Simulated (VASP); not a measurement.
# MnIn11As12 (a cell with a defect) in VASP: further runs

Runs on MnIn11As12 (a cell with a defect). Level: PBEsol+U. Tasks: single point, relaxation of the atoms.

Program: VASP 6.6.1. These are calculated values, not measurements. Logs are shortened: lines on timing, memory, paths and dates and some standing lists are left out, and cuts for length are marked.

### Step 1. Starting point

The cell holds a defect, 24 atoms: a = 12.851 Å, b = 8.567 Å, c = 8.567 Å, α = 60.00°, β = 60.00°, γ = 60.00°.

### Step 2. Single point, PBEsol+U, collinear spin, zero start

Input file INCAR:

```
PREC = Accurate
ENCUT = 350
EDIFF = 1E-5
ISMEAR = 0
SIGMA = 0.03
LREAL = Auto
LASPH = True
NELM = 120
ALGO = Normal
ISIF = 2
LWAVE = False
LCHARG = False
ISPIN = 2
MAGMOM = 0 0 0 0 0 0 0 0 0 0 0 0 0 0 0 0 0 0 0 0 0 0 0 0
LORBIT = 11
NUPDOWN = 0
LMAXMIX = 4
LDAU = True
LDAUTYPE = 2
LDAUL = 2 -1 -1
LDAUU = 3.5 0 0
LDAUJ = 0 0 0
LDAUPRINT = 1
GGA = PS
ISYM = 0
KPAR = 4
```

Input file KPOINTS:

```
regular mesh
0
Gamma
  2 3 3
```

Input file POSCAR:

```
MnIn11As12                              
1.0
    0.0000000000      9.0870000000      9.0870000000
    6.0580000000      0.0000000000      6.0580000000
    6.0580000000      6.0580000000      0.0000000000
  Mn              In              As            
     1    11    12
Direct
     0.0014904755216421    0.9999163728950848    0.9996254149403218
     0.0014997989542542    0.0008333442024504    0.4989582372781677
     0.0019789101316609    0.4986949115336566    0.0006716549602522
     0.0016877202162377    0.4985129335594337    0.4975511249599348
     0.3328076158926313    0.9980853252798777    0.9982649887787087
     0.3271501986296896    0.0015352978870870    0.5057470583264826
     0.3277513626946022    0.5073495010649053    0.0002192636187731
     0.3345163610770821    0.4984672031064258    0.4991269101957245
     0.6679614940139544    0.0025199645575093    0.0031055389154805
     0.6729399627522041    0.9992532451292047    0.4925850551299684
     0.6734102157987513    0.4920751698178537    0.9993110912284822
     0.6665703551910843    0.5005073941483786    0.5002571441631009
     0.0775572179960401    0.1151993067907526    0.1152538169509574
     0.0744294782148664    0.1165724063906640    0.6565439986758705
     0.0748260120067918    0.6571310714917690    0.1154454467928666
     0.0843274477204799    0.6244010013401620    0.6241360578128194
     0.4126155384805625    0.1288092987702962    0.1273440388114543
     0.4208950834615053    0.1225250244366125    0.6205973545831029
     0.4213829433149030    0.6203983088040053    0.1230983766638584
     0.4162368360111388    0.6257869902540076    0.6246482202476965
     0.7762061872429360    0.1119012877570418    0.1122193578188085
     0.7502277321861525    0.1250695566452354    0.6266096949628062
     0.7507255279452572    0.6262103566572745    0.1248919053601305
     0.7516895245455676    0.6240427274802913    0.6241962488242477
```

Potentials or basis: VASP PAW PBE potentials, release 64 (Mn_pv, In_d, As).

On the command line:

```sh
> cat potpaw_PBE.64/Mn_pv/POTCAR potpaw_PBE.64/In_d/POTCAR potpaw_PBE.64/As/POTCAR > POTCAR
> mpirun -np 4 vasp_std > vasp.out
```

OUTCAR:

```text
PREC = Accurate
   ENCUT = 350
   EDIFF = 1E-5
   ISMEAR = 0
   LREAL = Auto
   LASPH = True
   NELM = 120
   ISIF = 2
   ISPIN = 2
   LORBIT = 11
   NUPDOWN = 0
   GGA = PS
   ISYM = 0

 ion  position               nearest neighbor table
   1  0.001  1.000  1.000-  21 2.36  15 2.40  14 2.40  13 2.41
   2  0.001  0.001  0.499-  16 2.63  22 2.64  14 2.69  13 2.69
   3  0.002  0.499  0.001-  16 2.63  23 2.64  15 2.69  13 2.69
   4  0.002  0.499  0.498-  24 2.62  16 2.63  14 2.68  15 2.68
   5  0.333  0.998  0.998-  18 2.64  19 2.64  17 2.66  13 2.68
   6  0.327  0.002  0.506-  20 2.63  18 2.64  17 2.65  14 2.66
[... 16 lines left out ...]
  23  0.751  0.626  0.125-  12 2.63  11 2.63   9 2.63   3 2.64
  24  0.752  0.624  0.624-   4 2.62  12 2.62  11 2.62  10 2.63

IMPORTANT INFORMATION: All symmetrisations will be switched off!
NOSYMM: (Re-)initialisation of all symmetry stuff for point group C_1.

----------------------------------------------------------------------------------------

                                     Primitive cell

  volume of cell :     666.9742

  direct lattice vectors                    reciprocal lattice vectors
     0.000000000  9.087000000  9.087000000    -0.055023660  0.055023660  0.055023660
     6.058000000  0.000000000  6.058000000     0.082535490 -0.082535490  0.082535490
     6.058000000  6.058000000  0.000000000     0.082535490  0.082535490 -0.082535490

  length of vectors
    12.850958641  8.567305761  8.567305761     0.095303775  0.142955663  0.142955663

  position of ions in fractional coordinates (direct lattice)
     0.001490476  0.999916373  0.999625415
     0.001499799  0.000833344  0.498958237
     0.001978910  0.498694912  0.000671655
     0.001687720  0.498512934  0.497551125
     0.332807616  0.998085325  0.998264989
     0.327150199  0.001535298  0.505747058
[... 16 lines left out ...]
     0.750725528  0.626210357  0.124891905
     0.751689525  0.624042727  0.624196249

  ion indices of the primitive-cell ions
   primitive index   ion index
                 1           1
                 2           2
                 3           3
                 4           4
                 5           5
                 6           6
[... 16 lines left out ...]
                23          23
                24          24

----------------------------------------------------------------------------------------

 KPOINTS: regular mesh

Automatic generation of k-mesh.
 Grid dimensions read from file:
 generate k-points for:    2    3    3

 Generating k-lattice:

  Cartesian coordinates                     Fractional coordinates (reciprocal lattice)
    -0.027511830  0.027511830  0.027511830     0.500000000  0.000000000  0.000000000
     0.027511830 -0.027511830  0.027511830     0.000000000  0.333333333  0.000000000
     0.027511830  0.027511830 -0.027511830     0.000000000  0.000000000  0.333333333

  Length of vectors
     0.047651888  0.047651888  0.047651888

  Shift w.r.t. Gamma in fractional coordinates (k-lattice)
     0.000000000  0.000000000  0.000000000

 WARNING: IBZKPT: internal override: KBLOWUP is changed to .FALSE.
      ... skipping the blow-up phase ...

 Subroutine IBZKPT returns following result:
 ===========================================

 Found     10 irreducible k-points:

 Following reciprocal coordinates:
            Coordinates               Weight
  0.000000  0.000000  0.000000      1.000000
  0.500000  0.000000  0.000000      1.000000
  0.000000  0.333333  0.000000      2.000000
  0.500000  0.333333  0.000000      2.000000
  0.000000  0.000000  0.333333      2.000000
[... 50 lines left out ...]
   U (eV)           for each species LDAUU =   3.5  0.0  0.0
   J (eV)           for each species LDAUJ =   0.0  0.0  0.0
   GGA     = PS    functional components
   LHFCALC =     F    Hartree Fock is set to
   AEXX    =    0.0000 exact exchange contribution
   IVDW    =     0    specifies the selected vdW correction
   LEPSILON=     F    determine dielectric tensor
   LRPA    =     F    only Hartree local field effects (RPA)
 spin polarized calculation
 Gauss-broadening in eV      SIGMA  =   0.03
  energy-cutoff  :      350.00
  volume of cell :      666.97
 maximum number of plane-waves:      9914
 NGX is ok and might be reduce to    80
   NGX = 39   NGY = 27   NGZ = 27

 number of electron     215.9999971 magnetization       0.0000000

atom =   1  type =  1  l = 2

 onsite density matrix

spin component  1

  0.2848 -0.0142 -0.0036  0.0058  0.0065
 -0.0142  0.2922 -0.0015 -0.0143 -0.0016
 -0.0036 -0.0015  0.8578 -0.0001  0.0003
  0.0058 -0.0143 -0.0001  0.2852  0.0061
  0.0065 -0.0016  0.0003  0.0061  0.8573

spin component  2

  0.2848 -0.0140 -0.0058  0.0058  0.0067
 -0.0140  0.2923  0.0027 -0.0145 -0.0010
 -0.0058  0.0027  0.8577 -0.0025  0.0004
  0.0058 -0.0145 -0.0025  0.2852  0.0063
  0.0067 -0.0010  0.0004  0.0063  0.8573

 occupancies and eigenvectors

  o =  0.2713  v = -0.5181 -0.6930 -0.0050 -0.5012  0.0091  0.0000  0.0000  0.0000  0.0000  0.0000      0.0000  0.0000  0.0000  0.0000  0.0000  0.0000  0.0000  0.0000  0.0000  0.0000
  o =  0.2713  v =  0.0000  0.0000  0.0000  0.0000  0.0000 -0.5041 -0.6915 -0.0041 -0.5173  0.0102      0.0000  0.0000  0.0000  0.0000  0.0000  0.0000  0.0000  0.0000  0.0000  0.0000
  o =  0.2792  v =  0.7038 -0.0126  0.0042 -0.7103 -0.0004  0.0000  0.0000  0.0000  0.0000  0.0000      0.0000  0.0000  0.0000  0.0000  0.0000  0.0000  0.0000  0.0000  0.0000  0.0000
  o =  0.2792  v =  0.0000  0.0000  0.0000  0.0000  0.0000  0.7181 -0.0029  0.0042 -0.6959 -0.0007      0.0000  0.0000  0.0000  0.0000  0.0000  0.0000  0.0000  0.0000  0.0000  0.0000
  o =  0.3116  v =  0.4858 -0.7208  0.0013  0.4942 -0.0134  0.0000  0.0000  0.0000  0.0000  0.0000      0.0000  0.0000  0.0000  0.0000  0.0000  0.0000  0.0000  0.0000  0.0000  0.0000
  o =  0.3116  v =  0.0000  0.0000  0.0000  0.0000  0.0000 -0.4796  0.7224 -0.0110 -0.4979  0.0130      0.0000  0.0000  0.0000  0.0000  0.0000  0.0000  0.0000  0.0000  0.0000  0.0000
  o =  0.8573  v =  0.0000  0.0000  0.0000  0.0000  0.0000  0.0155 -0.0046 -0.4997  0.0121  0.8660      0.0000  0.0000  0.0000  0.0000  0.0000  0.0000  0.0000  0.0000  0.0000  0.0000
  o =  0.8573  v = -0.0131  0.0018  0.4778 -0.0097 -0.8783  0.0000  0.0000  0.0000  0.0000  0.0000      0.0000  0.0000  0.0000  0.0000  0.0000  0.0000  0.0000  0.0000  0.0000  0.0000
  o =  0.8580  v =  0.0001 -0.0038  0.8784  0.0051  0.4778  0.0000  0.0000  0.0000  0.0000  0.0000      0.0000  0.0000  0.0000  0.0000  0.0000  0.0000  0.0000  0.0000  0.0000  0.0000
  o =  0.8580  v =  0.0000  0.0000  0.0000  0.0000  0.0000 -0.0030  0.0032  0.8661  0.0016  0.4998      0.0000  0.0000  0.0000  0.0000  0.0000  0.0000  0.0000  0.0000  0.0000  0.0000

 number of electron     215.9999971 magnetization      -0.0000000

 Free energy of the ion-electron system (eV)
  ---------------------------------------------------
  ext. energy  EPLUGINS =         0.00000000
  ---------------------------------------------------
  free energy    TOTEN  =      -102.60202205 eV

  energy without entropy =     -102.60191264  energy(sigma->0) =     -102.60196734

 E-fermi :   3.9641     XC(G=0):  -9.2286

 val. band max:        3.9085540945   @ k =   0.5000   0.0000   0.0000
 cond. band min:       4.0151725817   @ k =   0.0000   0.0000   0.0000
 fundamental gap:      0.1066184873
 Fermi energy:         3.9641912012

 spin component 1

 k-point     1 :       0.0000    0.0000    0.0000
  band No.  band energies     occupation
      1     -43.4972      1.00000
      2     -43.4843      1.00000
      3     -43.4428      1.00000
      4     -10.3581      1.00000
      5     -10.3567      1.00000
      6     -10.3317      1.00000
[... 1219 lines left out ...]
    119       7.4266      0.00000
    120       7.4532      0.00000
 Fermi energy:         3.9641430655

 spin component 2

 k-point     1 :       0.0000    0.0000    0.0000
  band No.  band energies     occupation
      1     -43.4983      1.00000
      2     -43.4825      1.00000
      3     -43.4436      1.00000
      4     -10.3581      1.00000
      5     -10.3567      1.00000
      6     -10.3317      1.00000
[... 1219 lines left out ...]
    119       7.4266      0.00000
    120       7.4533      0.00000
 [bands above 120 left out]

------------------------ aborting loop because EDIFF is reached ----------------------------------------

  FORCE on cell =-STRESS in cart. coord.  units (eV):
  Direction    XX          YY          ZZ          XY          YZ          ZX
  --------------------------------------------------------------------------------------
  -------------------------------------------------------------------------------------
  Total       -4.9061852     -4.6428640     -4.6349065      0.3287064     -0.1720847      0.3536674
  in kB      -11.7854306    -11.1528917    -11.1337765      0.7896047     -0.4133746      0.8495649
  external PRESSURE =     -11.3573663 kB  Pullay stress =       0.0000000 kB

 VOLUME and BASIS-vectors are now :
 -----------------------------------------------------------------------------
  energy-cutoff  :      350.00
  volume of cell :      666.97
      direct lattice vectors                 reciprocal lattice vectors
     0.000000000  9.087000000  9.087000000    -0.055023660  0.055023660  0.055023660
     6.058000000  0.000000000  6.058000000     0.082535490 -0.082535490  0.082535490
     6.058000000  6.058000000  0.000000000     0.082535490  0.082535490 -0.082535490

 POSITION                                       TOTAL-FORCE (eV/Angst)
 -----------------------------------------------------------------------------------
     12.11322      6.06927      6.07104        -0.026450     -0.002450      0.012030
      3.02774      3.03632      0.01868        -0.002197      0.010290      0.043072
      3.02516      0.02205      3.03908        -0.006402      0.032247      0.012958
      6.03416      3.02950      3.03533        -0.019053      0.013194      0.014516
     12.09389      9.07171      9.07062        -0.003900     -0.000620      0.000451
      3.07312      6.03663      2.98211        -0.001721      0.021380      0.002516
[... 16 lines left out ...]
      4.55018      7.57844     10.61543        -0.002132     -0.015283     -0.026799
      7.56183     10.61198     10.61105         0.013247     -0.018122     -0.009475
 -----------------------------------------------------------------------------------
    total drift:                               -0.010355     -0.008700     -0.007246

  FREE ENERGIE OF THE ION-ELECTRON SYSTEM (eV)
  ---------------------------------------------------
  free  energy   TOTEN  =      -102.6020220500 eV

  energy  without entropy=     -102.6019126369  energy(sigma->0) =     -102.60196734

 total charge

# of ion       s       p       d       tot
------------------------------------------
    1        0.323   6.222   5.126  11.671
    2        0.851   0.694   9.880  11.425
    3        0.851   0.695   9.880  11.425
    4        0.850   0.702   9.881  11.433
    5        0.850   0.701   9.880  11.431
    6        0.849   0.716   9.883  11.448
[... 16 lines left out ...]
   23        1.223   1.554   0.021   2.798
   24        1.221   1.561   0.022   2.804
--------------------------------------------------
tot         24.344  32.558 114.105 171.007

 magnetization (x)

# of ion       s       p       d       tot
------------------------------------------
    1       -0.000  -0.000  -0.000  -0.000
    2       -0.000  -0.000  -0.000  -0.000
    3       -0.000   0.000   0.000   0.000
    4        0.000   0.000   0.000   0.000
    5       -0.000  -0.000  -0.000  -0.000
    6       -0.000  -0.000  -0.000  -0.000
[... 16 lines left out ...]
   23        0.000   0.000   0.000   0.000
   24        0.000   0.000  -0.000   0.000
--------------------------------------------------
tot         -0.000   0.000  -0.000  -0.000
```

It took 14 min on 4 MPI ranks of Intel Xeon 6975P-C (Granite Rapids), shared host; peak memory 1.1 GiB.

Results:

- Free energy: -102.6020 eV
- Pressure: -1.1 GPa
- Largest force: 0.049 eV/Å
- Net moment: 0.00 μB per cell
- Valence electrons inside the program's atomic spheres: Mn 11.67; In 11.43, 11.45, 11.46, 11.44; As 2.77, 2.78, 2.80, 2.79

Forces in eV/Å, atoms in the order of the input:
```
Mn  -0.026 -0.002  0.012
In  -0.002  0.010  0.043
In  -0.006  0.032  0.013
In  -0.019  0.013  0.015
In  -0.004 -0.001  0.000
In  -0.002  0.021  0.003
In   0.002  0.003  0.012
In  -0.006  0.010  0.013
In   0.006 -0.001  0.011
In  -0.013  0.002  0.013
In  -0.011  0.008  0.002
In  -0.001  0.014  0.010
As  -0.015 -0.008 -0.014
As   0.010  0.009 -0.025
As   0.013 -0.008  0.002
As   0.007 -0.009 -0.013
As   0.019  0.006 -0.002
As   0.005 -0.007  0.009
As   0.004 -0.005 -0.009
As   0.003 -0.010 -0.010
As   0.030 -0.023 -0.030
As  -0.006 -0.024 -0.017
As  -0.002 -0.015 -0.027
As   0.013 -0.018 -0.009
```

Eigenvalues of the final occupation matrices:
```
    site  spin  trace               eigenvalues
site 1 d     1   2.58  0.27 0.28 0.31 0.86 0.86
site 1 d     2   2.58  0.27 0.28 0.31 0.86 0.86
```

Caveat: the PAW data sets were made with another functional, which shifts forces and pressure a little; the total moment is fixed, so each spin has its own Fermi level; the U is typed as a test and isn't derived for this compound. The state reached can hang on the start; a lower one may exist.

### Step 3. Single point, PBEsol+U, collinear spin, ferromagnetic start

Edit INCAR of step 2 so:

```diff
@@ -13,5 +13,5 @@
 ISPIN = 2
-MAGMOM = 0 0 0 0 0 0 0 0 0 0 0 0 0 0 0 0 0 0 0 0 0 0 0 0
+MAGMOM = 4 0 0 0 0 0 0 0 0 0 0 0 0 0 0 0 0 0 0 0 0 0 0 0
 LORBIT = 11
-NUPDOWN = 0
+NUPDOWN = 4
 LMAXMIX = 4
@@ -25,2 +25,2 @@
 ISYM = 0
-KPAR = 4
+KPAR = 2
```

Input file KPOINTS:

```
regular mesh
0
Gamma
  2 2 2
```

POSCAR is that of step 2.

Potentials or basis: VASP PAW PBE potentials, release 64 (Mn_pv, In_d, As).

On the command line:

```sh
> cat potpaw_PBE.64/Mn_pv/POTCAR potpaw_PBE.64/In_d/POTCAR potpaw_PBE.64/As/POTCAR > POTCAR
> mpirun -np 4 vasp_std > vasp.out
```

It took 4.1 min on 4 MPI ranks of Intel Xeon 6975P-C (Granite Rapids), shared host; peak memory 0.62 GiB.

Results (log left out):

| Item | Value |
| --- | --- |
| Free energy | -104.6001 eV |
| Pressure | 0.0 GPa |
| Largest force | 1.351 eV/Å |
| Net moment | 4.00 μB per cell |
| Site moments | Mn +4.10; In +0.01, +0.00; As -0.07, -0.01, -0.02, -0.06 μB |
| Valence electrons inside the program's atomic spheres | Mn 11.57; In 11.42, 11.43, 11.45, 11.46, 11.44; As 2.79, 2.80, 2.78, 2.81 |

Forces on the atoms (eV/Å):
```
Mn  -0.058  0.175  0.195
In   0.019 -0.024  0.136
In   0.015  0.127 -0.020
In  -0.122 -0.012 -0.011
In   0.083 -0.019 -0.017
In   0.030 -0.082 -0.005
In   0.033 -0.004 -0.091
In  -0.031  0.010  0.013
In   0.167 -0.024 -0.012
In  -0.013 -0.128  0.017
In  -0.011  0.013 -0.127
In   0.018 -0.016 -0.020
As   0.647  0.665  0.660
As  -0.705 -0.704  0.681
As  -0.708  0.700 -0.712
As  -0.005  0.019  0.015
As  -0.072  0.033  0.025
As   0.024  0.030 -0.006
As   0.023 -0.020  0.026
As  -0.006  0.002  0.002
As   0.756 -0.787 -0.797
As  -0.037  0.014  0.019
As  -0.034  0.020  0.011
As  -0.015  0.012  0.020
```

Stress tensor (GPa, compression positive):
```
 0.00  0.14  0.15
 0.14  0.03 -0.19
 0.15 -0.19  0.04
```

Eigenvalues of the final occupation matrices:
| site | spin | trace | eigenvalues |
| --- | --- | --- | --- |
| site 1 d | 1 | 4.49 | 0.88 0.88 0.90 0.91 0.91 |
| site 1 d | 2 | 0.47 | 0.04 0.04 0.13 0.13 0.14 |

Caveat: the k mesh is coarse (spacing up to 0.45 Å⁻¹), so the values aren't converged; the PAW data sets were made with another functional, which shifts forces and pressure a little; the total moment is fixed, so each spin has its own Fermi level; only a ferromagnetic start was run, and an antiferromagnetic order may lie lower in energy; the U is typed as a test and isn't derived for this compound.

[end of part 1 of 2]
